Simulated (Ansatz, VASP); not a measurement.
**W12Cl (W(110)) in two plane-wave programs**

Aim: how closely do two programs agree when they are given the same cell, functional and k mesh? The structure shown is the end of the VASP relaxation below.

Method: plane waves, with VASP 6.6.1 beside it; single point at PBEsol, in Ansatz 0.2.0.

### Step 1. The structure

The cell holds 13 atoms: 12 W and 1 Cl. Cell: a = 6.288 Å, b = 5.446 Å, c = 19.447 Å, α = 90.0°, β = 90.0°, γ = 54.7°. It derives from W. As first built, before any earlier steps moved the atoms: Cl over the ontop site of W(110). Vacuum lies along c.

Coordinates:

```xyz
13
Lattice="6.2883 0.0000 0.0000 3.1442 4.4465 0.0000 0.0000 0.0000 19.4465" Properties=species:S:1:pos:R:3
W     0.0000    0.0000    7.5000
W     3.1442    0.0000    7.5000
W     1.5721    2.2233    7.5000
W     4.7162    2.2233    7.5000
W     6.2883    2.1951    9.6657
W     3.1442    2.2514    9.6657
W     4.7066    0.0000    9.6306
W     1.5817    0.0000    9.6306
W     0.0000    0.0000   12.0603
W     3.1442    0.0000   11.7463
W     1.5721    2.2233   11.7596
W     4.7162    2.2233   11.7596
Cl    0.0000    0.0000   14.3329
```

### Step 2. VASP: relaxation, PBEsol

This run makes the geometry at which the two programs are then compared.

Lines of VASP's logs that name or quote its potential files are left out, and so is its time.

INCAR

```
SYSTEM = W12Cl
PREC = Normal
ENCUT = 320
EDIFF = 1E-05
NELM = 120
ISMEAR = 1
SIGMA = 0.15
LREAL = Auto
ALGO = Fast
GGA = PS
NBANDS = 52
LASPH = .TRUE.
LORBIT = 11
LWAVE = .FALSE.
LCHARG = .FALSE.
KPAR = 2
NCORE = 2
IBRION = 2
NSW = 50
ISIF = 2
EDIFFG = -0.03
POTIM = 0.4
MAXMIX = 40
IDIPOL = 3
LDIPOL = .TRUE.
DIPOL = 0.5 0.5 0.512
```

POSCAR

```
W12Cl
1.0
    6.2883230688      0.0000000000      0.0000000000
    3.1441615344      4.4465158842      0.0000000000
    0.0000000000      0.0000000000     19.4465158842
W Cl
12 1
Selective dynamics
Direct
    0.0000000000      0.0000000000      0.3856732000  F F F
    0.5000000000      0.0000000000      0.3856732000  F F F
    0.0000000000      0.5000000000      0.3856732000  F F F
    0.5000000000      0.5000000000      0.3856732000  F F F
    0.7500000000      0.5000000000      0.4960352500  T T T
    0.2500000000      0.5000000000      0.4960352500  T T T
    0.7500000000      0.0000000000      0.4960352500  T T T
    0.2500000000      0.0000000000      0.4960352500  T T T
    0.0000000000      0.0000000000      0.6063704300  T T T
    0.5000000000      0.0000000000      0.6063704300  T T T
    0.0000000000      0.5000000000      0.6063704300  T T T
    0.5000000000      0.5000000000      0.6063704300  T T T
    0.0000000000      0.0000000000      0.7040743100  T T T
```

KPOINTS

```
Automatic mesh
0
Gamma
5 5 1
0 0 0
```

PAW data sets: W and Cl (PBE family, release 64).

Launch:

```sh
$ mpirun -np 4 vasp_std
```

Numbers of over 12 decimals in the logs are rounded to 6 here.

The program printed:

```text
[banner, memory and clock lines left out]
running    4 mpi-ranks, on    1 nodes
 distrk:  each k-point on    2 cores,    2 groups
 distr:  one band on    2 cores,    1 groups

 POSCAR found type information on POSCAR W Cl
 POSCAR found :  2 types and      13 ions
|                                                                             |
|               ----> ADVICE to this user running VASP <----                  |
|                                                                             |
|     You enforced a specific xc type in the INCAR file but a different       |
|     [... a line on the potential file left out ...]
|     I HOPE YOU KNOW WHAT YOU ARE DOING!                                     |
|                                                                             |

 LDA part: xc-table for (Slater+PW92), standard interpolation
 POSCAR, INCAR and KPOINTS ok, starting setup
 FFT: planning ... GRIDC
 FFT: planning ... GRID_SOFT
 FFT: planning ... GRID
 WAVECAR not read
 entering main loop
       N       E                     dE             d eps       ncg     rms          rms(c)
DAV:   1     0.347986504220E+03    0.34799E+03   -0.23024E+04   936   0.822E+02
DAV:   2    -0.113209521331E+03   -0.46120E+03   -0.43943E+03  1328   0.221E+02
DAV:   3    -0.161967495866E+03   -0.48758E+02   -0.46838E+02  1080   0.742E+01
DAV:   4    -0.165532988425E+03   -0.35655E+01   -0.34989E+01  1520   0.172E+01
DAV:   5    -0.165635698486E+03   -0.10271E+00   -0.10222E+00  1472   0.321E+00    0.765E+01
RMM:   6    -0.159480011657E+03    0.61557E+01   -0.22360E+01   980   0.130E+01    0.367E+01
RMM:   7    -0.250778047237E+03   -0.91298E+02   -0.26217E+02  1538   0.336E+01    0.268E+01
RMM:   8    -0.154675095576E+03    0.96103E+02   -0.70025E+01  1247   0.216E+01    0.863E+00
RMM:   9    -0.155484624449E+03   -0.80953E+00   -0.12767E+01  1230   0.820E+00    0.569E+00
RMM:  10    -0.155444606610E+03    0.40018E-01   -0.21777E+00   973   0.462E+00    0.403E+00
RMM:  11    -0.155193305263E+03    0.25130E+00   -0.12086E+00  1288   0.270E+00    0.179E+00
RMM:  12    -0.155168870077E+03    0.24435E-01   -0.15590E-01  1044   0.115E+00    0.130E+00
RMM:  13    -0.155127270104E+03    0.41600E-01   -0.13171E-01  1159   0.809E-01    0.629E-01
RMM:  14    -0.155126345948E+03    0.92416E-03   -0.77844E-02  1318   0.526E-01    0.273E-01
RMM:  15    -0.155125281010E+03    0.10649E-02   -0.78114E-03  1008   0.265E-01    0.188E-01
RMM:  16    -0.155125701534E+03   -0.42052E-03   -0.44952E-03  1297   0.142E-01    0.105E-01
RMM:  17    -0.155125600870E+03    0.10066E-03   -0.14328E-03  1210   0.758E-02    0.350E-02
RMM:  18    -0.155125689089E+03   -0.88219E-04   -0.80354E-04  1186   0.627E-02    0.475E-02
RMM:  19    -0.155125674133E+03    0.14956E-04   -0.19517E-04  1093   0.350E-02    0.302E-02
RMM:  20    -0.155125681800E+03   -0.76671E-05   -0.81638E-05   887   0.241E-02
   1 F= -.15512568E+03 E0= -.15512102E+03  d E =-.155126E+03
[... from here on, the cycles between the ionic steps are left out ...]
  13 F= -.15775642E+03 E0= -.15775826E+03  d E =-.339502E-01
  14 F= -.15777026E+03 E0= -.15777200E+03  d E =-.138428E-01
  15 F= -.15777679E+03 E0= -.15777842E+03  d E =-.203723E-01
  16 F= -.15777694E+03 E0= -.15777855E+03  d E =-.205170E-01
  17 F= -.15778180E+03 E0= -.15778315E+03  d E =-.486359E-02
  18 F= -.15778185E+03 E0= -.15778319E+03  d E =-.491491E-02
  19 F= -.15778456E+03 E0= -.15778577E+03  d E =-.270724E-02
  20 F= -.15778530E+03 E0= -.15778643E+03  d E =-.344333E-02
  21 F= -.15778523E+03 E0= -.15778618E+03  d E =-.337983E-02
  22 F= -.15778552E+03 E0= -.15778657E+03  d E =-.366753E-02
 curvature:  -1.84 expect dE=-0.173E-02 dE for cont linesearch -0.417E-05
 trial: gam= 0.41568 g(F)=  0.941E-03 g(S)=  0.000E+00 ort = 0.887E-04 (trialstep = 0.193E+01)
 search vector abs. value=  0.161E-02
 bond charge predicted
       N       E                     dE             d eps       ncg     rms          rms(c)
DAV:   1    -0.157785512629E+03    0.45305E-05   -0.49535E-01   936   0.236E+00    0.306E-01
RMM:   2    -0.157786267826E+03   -0.75520E-03   -0.11974E-02   978   0.420E-01    0.199E-01
RMM:   3    -0.157786517784E+03   -0.24996E-03   -0.30394E-03  1182   0.176E-01    0.105E-01
RMM:   4    -0.157786599838E+03   -0.82054E-04   -0.92015E-04  1120   0.846E-02    0.239E-01
RMM:   5    -0.157786723489E+03   -0.12365E-03   -0.46013E-04   989   0.654E-02    0.149E-01
RMM:   6    -0.157786726693E+03   -0.32044E-05   -0.12787E-04  1014   0.365E-02    0.956E-02
RMM:   7    -0.157786670590E+03    0.56104E-04   -0.28139E-05   639   0.162E-02    0.755E-02
RMM:   8    -0.157786593124E+03    0.77466E-04   -0.91282E-05   785   0.216E-02    0.864E-02
RMM:   9    -0.157786544820E+03    0.48304E-04   -0.10637E-04   838   0.244E-02    0.129E-01
RMM:  10    -0.157786536721E+03    0.80997E-05   -0.12216E-04   881   0.262E-02    0.137E-01
RMM:  11    -0.157786536920E+03   -0.19961E-06   -0.71849E-06   566   0.106E-02
  23 F= -.15778654E+03 E0= -.15778764E+03  d E =-.101681E-02
 trial-energy change:   -0.001017  1 .order   -0.001056   -0.001883   -0.000228
 step:   2.1924(harm=  2.1924)  dis= 0.01139  next Energy=  -157.786592 (dE=-0.107E-02)
 reached required accuracy - stopping structural energy minimisation
```

From OUTCAR (step 2):

```text
ion  position               nearest neighbor table
   1  0.000  0.000  0.386-   7 2.66   8 2.66   3 2.72   3 2.72   4 2.72   4 2.72   6 3.09   5 3.09
                             2 3.14   2 3.14
   2  0.500  0.000  0.386-   7 2.66   8 2.66   4 2.72   3 2.72   4 2.72   3 2.72   5 3.09   6 3.09
                             1 3.14   1 3.14
   3  0.000  0.500  0.386-   5 2.66   6 2.66   1 2.72   1 2.72   2 2.72   2 2.72   8 3.09   7 3.09
                             4 3.14   4 3.14
   4  0.500  0.500  0.386-   5 2.66   6 2.66   2 2.72   1 2.72   2 2.72   1 2.72   7 3.09   8 3.09
                             3 3.14   3 3.14
   5  0.750  0.500  0.496-  11 2.66  12 2.66   3 2.66   4 2.66   7 2.72   7 2.72   8 2.72   8 2.72
                             9 3.09  10 3.09   2 3.09   1 3.09   6 3.14   6 3.14
   6  0.250  0.500  0.496-  11 2.66  12 2.66   3 2.66   4 2.66   8 2.72   7 2.72   8 2.72   7 2.72
                            10 3.09   9 3.09   1 3.09   2 3.09   5 3.14   5 3.14
   7  0.750  0.000  0.496-   9 2.66  10 2.66   1 2.66   2 2.66   5 2.72   5 2.72   6 2.72   6 2.72
                            11 3.09  12 3.09   4 3.09   3 3.09   8 3.14   8 3.14
   8  0.250  0.000  0.496-   9 2.66  10 2.66   1 2.66   2 2.66   6 2.72   5 2.72   6 2.72   5 2.72
                            12 3.09  11 3.09   3 3.09   4 3.09   7 3.14   7 3.14
   9  0.000  0.000  0.606-  13 1.90   8 2.66   7 2.66  11 2.72  11 2.72  12 2.72  12 2.72   6 3.09
                             5 3.09  10 3.14  10 3.14
  10  0.500  0.000  0.606-   7 2.66   8 2.66  12 2.72  11 2.72  12 2.72  11 2.72   5 3.09   6 3.09
                             9 3.14   9 3.14
  11  0.000  0.500  0.606-   5 2.66   6 2.66   9 2.72   9 2.72  10 2.72  10 2.72   8 3.09   7 3.09
                            12 3.14  12 3.14
  12  0.500  0.500  0.606-   5 2.66   6 2.66  10 2.72   9 2.72  10 2.72   9 2.72   7 3.09   8 3.09
                            11 3.14  11 3.14
  13  0.000  0.000  0.704-   9 1.90

  LATTYP: Found a base centered orthorhombic cell.
 ALAT       =     6.2883230688
 B/A-ratio  =     1.4142135624
 C/A-ratio  =     3.0924804072

 Subroutine GETGRP returns: Found  4 space group operations
 (whereof  4 operations were pure point group operations)

The static configuration has the point symmetry C_2v.

 Found      9 irreducible k-points:

   k-points           NKPTS =      9   k-points in BZ     NKDIM =      9   number of bands    NBANDS=     52

   dimension x,y,z NGX =    28 NGY =   24 NGZ =   90
   dimension x,y,z NGXF=    56 NGYF=   48 NGZF=  180

   ENCUT  =  320.0 eV  23.52 Ry    4.85 a.u.   9.17  7.94 28.36*2*pi/ulx,y,z

   NELECT =      79.0000    total number of electrons

 k-points in reciprocal lattice and weights: Automatic mesh
   0.00000000  0.00000000  0.00000000       0.040
   0.20000000 -0.00000000  0.00000000       0.160
   0.40000000 -0.00000000  0.00000000       0.160
   0.00000000  0.20000000  0.00000000       0.080
   0.40000000  0.20000000  0.00000000       0.080
  -0.40000000  0.20000000  0.00000000       0.160
  -0.20000000  0.20000000  0.00000000       0.160
   0.00000000  0.40000000  0.00000000       0.080
  -0.20000000  0.40000000  0.00000000       0.080

 dipolmoment           0.000000      0.000000      0.032990 electrons x Angstroem

 average (electrostatic) potential at core
       1 -45.3975       2 -45.3516       3 -45.4298       4 -45.4298       5 -45.5133
       6 -45.5133       7 -45.5376       8 -45.5376       9 -45.8454      10 -45.3334
      11 -45.3565      12 -45.3565      13 -96.5259

 E-fermi :  -0.2575

 k-point     1 :       0.0000    0.0000    0.0000
  band No.  band energies     occupation
    ...
     31      -1.5391      2.00000
     32      -1.2331      2.00000
     33      -0.8662      2.00000
     34      -0.4895      2.05103
     35      -0.3516      1.86426
     36      -0.1236     -0.02014
     37       0.0630     -0.01004
     38       0.2850     -0.00000
     39       0.3086     -0.00000
     40       0.7868     -0.00000
    ...

 k-point     2 :       0.2000   -0.0000    0.0000
  band No.  band energies     occupation
    ...
     33      -0.8672      2.00000
     34      -0.7893      2.00001
     35      -0.6818      2.00047
     36      -0.5592      2.01540
     37      -0.3517      1.86457
     38      -0.1108     -0.04524
     39       0.0802     -0.00655
     40       0.2146     -0.00008
     41       0.3103     -0.00000
     42       0.5438     -0.00000
    ...

 k-point     3 :       0.4000   -0.0000    0.0000
  band No.  band energies     occupation
    ...
     36      -1.1486      2.00000
     37      -1.1025      2.00000
     38      -0.6874      2.00039
     39      -0.4303      2.06913
     40      -0.3579      1.89754
     41      -0.1092     -0.04781
     42       0.2322     -0.00004
     43       0.2512     -0.00002
     44       0.5599     -0.00000
     45       0.7447     -0.00000
    ...

  Total      -19.2802693    -11.8444326     -0.6491911      0.0000000      0.0000000      0.0000000
  in kB      -56.8103130    -34.9002347     -1.9128753      0.0000000      0.0000000      0.0000000
  external PRESSURE =     -31.2078077 kB  Pullay stress =       0.0000000 kB

  energy-cutoff  :      320.00
  volume of cell :      543.75
      direct lattice vectors                 reciprocal lattice vectors
     6.288323069  0.000000000  0.000000000     0.159024908 -0.112447591  0.000000000
     3.144161534  4.446515884  0.000000000     0.000000000  0.224895182  0.000000000
     0.000000000  0.000000000 19.446515884     0.000000000  0.000000000  0.051423093

 POSITION                                       TOTAL-FORCE (eV/Angst)
 -----------------------------------------------------------------------------------
      0.00000      0.00000      7.50000        -0.000000      0.000000      0.264779
      3.14416      0.00000      7.50000        -0.000000      0.000000      0.169342
      1.57208      2.22326      7.50000        -0.000000      0.000000     -0.212647
      4.71624      2.22326      7.50000        -0.000000      0.000000     -0.212647
      6.28832      2.19508      9.66568        -0.000000     -0.008583     -0.019193
      3.14416      2.25144      9.66568        -0.000000      0.008583     -0.019193
      4.70661      0.00000      9.63055         0.021941     -0.000000      0.011903
      1.58171      0.00000      9.63055        -0.021941      0.000000      0.011903
      0.00000      0.00000     12.06032        -0.000000      0.000000      0.007374
      3.14416      0.00000     11.74634        -0.000000      0.000000      0.017236
      1.57208      2.22326     11.75957        -0.000000      0.000000     -0.021257
      4.71624      2.22326     11.75957        -0.000000      0.000000     -0.021257
      0.00000      0.00000     14.33289        -0.000000      0.000000      0.023657
 -----------------------------------------------------------------------------------
    total drift:                               -0.000012     -0.000018     -0.006860

  FREE ENERGIE OF THE ION-ELECTRON SYSTEM (eV)
  ---------------------------------------------------
  free  energy   TOTEN  =      -157.7865369202 eV

  energy  without entropy=     -157.7898452882  energy(sigma->0) =     -157.78763971

 reached required accuracy - stopping structural energy minimisation

 vacuum level on the upper side and lower side of the slab         4.886         4.704

 total charge
# of ion       s       p       d       tot
------------------------------------------
    1        0.687   0.566   4.155   5.408
    2        0.687   0.561   4.172   5.420
    3        0.681   0.559   4.149   5.389
    4        0.681   0.559   4.149   5.389
    5        0.701   0.747   4.351   5.799
    6        0.701   0.747   4.351   5.799
    7        0.691   0.737   4.314   5.742
    8        0.691   0.737   4.314   5.742
    9        0.658   0.592   4.136   5.386
   10        0.693   0.560   4.203   5.456
   11        0.686   0.555   4.210   5.452
   12        0.686   0.555   4.210   5.452
   13        1.598   3.463   0.000   5.061
--------------------------------------------------
tot          9.841  10.939  50.714  71.493

[... 3 further parts left out ...]
```

CONTCAR:

```
W12Cl
   1.00000000000000
     6.2883230687999996    0.0000000000000000    0.0000000000000000
     3.1441615343999998    4.4465158842000001    0.0000000000000000
     0.0000000000000000    0.0000000000000000   19.4465158842000001
  W               Cl
    12     1
Selective dynamics
Direct
     0.0000000000000000    0.0000000000000000    0.3856731999999994   F   F   F
     0.5000000000000000    0.0000000000000000    0.3856731999999994   F   F   F
     0.0000000000000000    0.5000000000000000    0.3856731999999994   F   F   F
     0.5000000000000000    0.5000000000000000    0.3856731999999994   F   F   F
     0.7531684887719895    0.4936630224560208    0.4970389836237239   T   T   T
     0.2468315112280104    0.5063369775439793    0.4970389836237239   T   T   T
     0.7484679967118846    0.0000000000000000    0.4952328729708014   T   T   T
     0.2515320032881156    0.0000000000000000    0.4952328729708014   T   T   T
     0.0000000000000000    0.0000000000000000    0.6201791641435247   T   T   T
     0.5000000000000000    0.0000000000000000    0.6040331838925472   T   T   T
     0.0000000000000000    0.5000000000000000    0.6047135770815616   T   T   T
     0.5000000000000000    0.5000000000000000    0.6047135770815616   T   T   T
     0.0000000000000000    0.0000000000000000    0.7370414912441864   T   T   T
```

This run has no spin polarisation, although W can carry a moment. Its electron count is odd, so without a moment it is a metal by construction. The data set W keeps the semicore shell frozen, which is cheaper and a little less accurate. The run keeps the 4 symmetry operations of its start, so it cannot find a distortion of lower symmetry.

(Part 1 of 2 ends here.)

[Lines on the potential files, build, host, timing and source positions are cut from VASP's logs without a mark.]

[Logs are printed without paths, hosts, clocks, repeated set-up lines and the standing remarks that a program may print on its own settings, such as how far it seeks lower states.]

[Hosts, paths, dates, database ids (printed as entryN), source tags and the programs' standing remarks are cut or masked in the printed files.]
